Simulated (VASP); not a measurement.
# PtS2 in VASP: further runs, part 2 of 2

VASP 6.6.1.

## Step 3: Work function, PBE, non-collinear spin, zero start, spin-orbit coupling

The input, INCAR:

```
PREC = Accurate
ENCUT = 520
EDIFF = 1E-7
ISMEAR = 0
SIGMA = 0.03
LREAL = F
LASPH = T
NELM = 60
ALGO = Normal
ISIF = 2
LWAVE = F
LCHARG = T
LNONCOLLINEAR = T
MAGMOM = 0 0 0 0 0 0 0 0 0
LORBIT = 11
LSORBIT = T
GGA_COMPAT = F
LMAXMIX = 4
LDIPOL = T
IDIPOL = 3
DIPOL = 0.5 0.5 0.500
GGA = PE
LVHAR = T
LVACPOTAV = T
KPAR = 4
```

The input, KPOINTS:

```
regular mesh
0
Gamma
  12 12 1
```

The input, POSCAR:

```
PtS2                                    
1.0
    3.5372035416      0.0000000000      0.0000000000
   -1.7686017708      3.0633081279      0.0000000000
    0.0000000000      0.0000000000     18.4600000000
  S               Pt            
     2     1
Direct
     0.3333330000000032    0.6666669999999968    0.4327637343215965
     0.6666669999999968    0.3333330000000032    0.5672362656784036
     0.0000000000000000    1.0000000000000000    0.5000000000000000
```

Potentials or basis: VASP PAW PBE potentials, release 64 (S, Pt).

Started as:

```bash
$ cat potpaw_PBE.64/S/POTCAR potpaw_PBE.64/Pt/POTCAR > POTCAR
$ mpirun -np 4 vasp_ncl > vasp.out
```

OUTCAR:

```text
PREC = Accurate
   ENCUT = 520
   EDIFF = 1E-7
   ISMEAR = 0
   LREAL = F
   LASPH = T
   NELM = 60
   ISIF = 2
   LNONCOLLINEAR = T
   LORBIT = 11
   LSORBIT = T
   GGA = PE

 ion  position               nearest neighbor table
   1  0.333  0.667  0.433-   3 2.39   3 2.39   3 2.39
   2  0.667  0.333  0.567-   3 2.39   3 2.39   3 2.39
   3  0.000  0.000  0.500-   1 2.39   2 2.39   2 2.39   1 2.39   2 2.39   1 2.39

  LATTYP: Found a hexagonal cell.
 ALAT       =     3.5372035416
 C/A-ratio  =     5.2188119182

  Lattice vectors:

 A1 = (   3.5372035416,   0.0000000000,   0.0000000000)
 A2 = (  -1.7686017708,   3.0633081279,   0.0000000000)
 A3 = (   0.0000000000,   0.0000000000,  18.4600000000)

Analysis of symmetry for initial positions (statically):
=====================================================================
 Subroutine PRICEL returns:
 Original cell was already a primitive cell.

 Routine SETGRP: Setting up the symmetry group for a
 hexagonal supercell.

 Subroutine GETGRP returns: Found 12 space group operations
 (whereof 12 operations were pure point group operations)
 out of a pool of 24 trial point group operations.

The static configuration has the point symmetry D_3d.

Analysis of symmetry for dynamics (positions and initial velocities):
=====================================================================
 Subroutine PRICEL returns:
 Original cell was already a primitive cell.

 Routine SETGRP: Setting up the symmetry group for a
 hexagonal supercell.

 Subroutine GETGRP returns: Found 12 space group operations
 (whereof 12 operations were pure point group operations)
[... 820 lines left out ...]
     0.000000000  0.000000000 18.460000000     0.000000000  0.000000000  0.054171181

 POSITION                                       TOTAL-FORCE (eV/Angst)
 -----------------------------------------------------------------------------------
     -0.00000      2.04221      7.98882        -0.000000      0.000000     -0.110276
      1.76860      1.02110     10.47118         0.000000     -0.000000      0.110276
      0.00000      0.00000      9.23000        -0.000000      0.000000      0.000000
 -----------------------------------------------------------------------------------
    total drift:                                0.000000      0.000000      0.000000

  FREE ENERGIE OF THE ION-ELECTRON SYSTEM (eV)
  ---------------------------------------------------
  free  energy   TOTEN  =       -15.8392081066 eV

  energy  without entropy=      -15.8392081066  energy(sigma->0) =      -15.83920811

 vacuum level on the upper side and lower side of the slab         3.351         3.351

 Spin-Orbit-Coupling matrix elements

 Ion:    1  E_soc:      0.0008470
 l=   1
     0.0000000     0.0001154     0.0001927
     0.0001154     0.0000000     0.0001154
     0.0001927     0.0001154     0.0000000
 l=   2
     0.0000000     0.0000000     0.0000000     0.0000000     0.0000000
     0.0000000     0.0000000     0.0000000     0.0000000     0.0000000
     0.0000000     0.0000000     0.0000000     0.0000000     0.0000000
     0.0000000     0.0000000     0.0000000     0.0000000     0.0000000
     0.0000000     0.0000000     0.0000000     0.0000000     0.0000000
 l=   3
     0.0000000     0.0000000     0.0000000     0.0000000     0.0000000     0.0000000     0.0000000
     0.0000000     0.0000000     0.0000000     0.0000000     0.0000000     0.0000000     0.0000000
     0.0000000     0.0000000     0.0000000     0.0000000     0.0000000     0.0000000     0.0000000
     0.0000000     0.0000000     0.0000000     0.0000000     0.0000000     0.0000000     0.0000000
[... 29 lines left out ...]
 l=   2
     0.0000000    -0.0212023     0.0000000    -0.0212023    -0.0705335
    -0.0212023     0.0000000    -0.0511282    -0.0256433    -0.0212023
     0.0000000    -0.0511282     0.0000000    -0.0511282     0.0000000
    -0.0212023    -0.0256433    -0.0511282     0.0000000    -0.0212023
    -0.0705335    -0.0212023     0.0000000    -0.0212023     0.0000000
 l=   3
     0.0000000     0.0000000     0.0000000     0.0000000     0.0000000     0.0000000     0.0000000
     0.0000000     0.0000000     0.0000000     0.0000000     0.0000000     0.0000000     0.0000000
     0.0000000     0.0000000     0.0000000     0.0000000     0.0000000     0.0000000     0.0000000
     0.0000000     0.0000000     0.0000000     0.0000000     0.0000000     0.0000000     0.0000000
     0.0000000     0.0000000     0.0000000     0.0000000     0.0000000     0.0000000     0.0000000
     0.0000000     0.0000000     0.0000000     0.0000000     0.0000000     0.0000000     0.0000000
     0.0000000     0.0000000     0.0000000     0.0000000     0.0000000     0.0000000     0.0000000

 total charge

# of ion       s       p       d       tot
------------------------------------------
    1        1.358   2.285   0.000   3.643
    2        1.358   2.285   0.000   3.643
    3        0.697   0.799   7.949   9.445
--------------------------------------------------
tot          3.413   5.369   7.949  16.731

 magnetization (x)

# of ion       s       p       d       tot
------------------------------------------
    1       -0.000   0.000   0.000  -0.000
    2       -0.000   0.000   0.000  -0.000
    3        0.000   0.000   0.000   0.000
--------------------------------------------------
tot         -0.000   0.000   0.000  -0.000

 magnetization (y)

# of ion       s       p       d       tot
------------------------------------------
    1       -0.000   0.000   0.000   0.000
    2       -0.000   0.000   0.000   0.000
    3        0.000   0.000  -0.000  -0.000
--------------------------------------------------
tot         -0.000   0.000  -0.000   0.000

 magnetization (z)

# of ion       s       p       d       tot
------------------------------------------
    1        0.000   0.000   0.000   0.000
    2        0.000   0.000   0.000   0.000
    3       -0.000   0.000   0.000  -0.000
--------------------------------------------------
tot         -0.000   0.000   0.000  -0.000
```

OSZICAR:

```text
N       E                     dE             d eps       ncg     rms          rms(c)
DAV:   1     0.174201942557E+03    0.17420E+03   -0.78683E+03  1140   0.112E+03
DAV:   2     0.445232649933E+01   -0.16975E+03   -0.16111E+03  1668   0.212E+02
DAV:   3    -0.166442487165E+02   -0.21097E+02   -0.20652E+02  1434   0.832E+01
[... 13 lines left out ...]
DAV:  17    -0.158392028606E+02   -0.23807E-05   -0.60102E-08  1048   0.139E-03    0.662E-04
DAV:  18    -0.158392046595E+02   -0.17989E-05   -0.31202E-08   950   0.781E-04    0.157E-04
DAV:  19    -0.158392064960E+02   -0.18365E-05   -0.43723E-08   990   0.691E-04    0.295E-04
DAV:  20    -0.158392078958E+02   -0.13998E-05   -0.39327E-08   922   0.613E-04    0.110E-04
DAV:  21    -0.158392080279E+02   -0.13208E-06   -0.19678E-09   876   0.224E-04    0.452E-05
DAV:  22    -0.158392081066E+02   -0.78704E-07   -0.15543E-09   780   0.171E-04
   1 F= -.15839208E+02 E0= -.15839208E+02  d E =-.100916E-19  mag=    -0.0000     0.0000     0.0000
```

Run time: 2.4 min. Hardware: 4 MPI ranks of Intel Xeon Platinum 8559C (Emerald Rapids), shared host; peak memory 0.91 GiB.

What came out:

| Property | Result |
| --- | --- |
| Free energy | -15.8392 eV |
| Largest force | 0.110 eV/Å |
| Net moment | 0.00 μB per cell |
| Valence electrons inside the program's atomic spheres | S 3.64; Pt 9.45 |
| Work function of the upper face | 6.08 eV |
| Work function of the lower face | 6.08 eV |

Forces on the atoms (eV/Å):
```
S    0.000  0.000 -0.110
S    0.000  0.000  0.110
Pt   0.000  0.000  0.000
```

Moments on the atoms (μB; x, y, z):
```
S   0.00 0.00 0.00
S   0.00 0.00 0.00
Pt  0.00 0.00 0.00
```
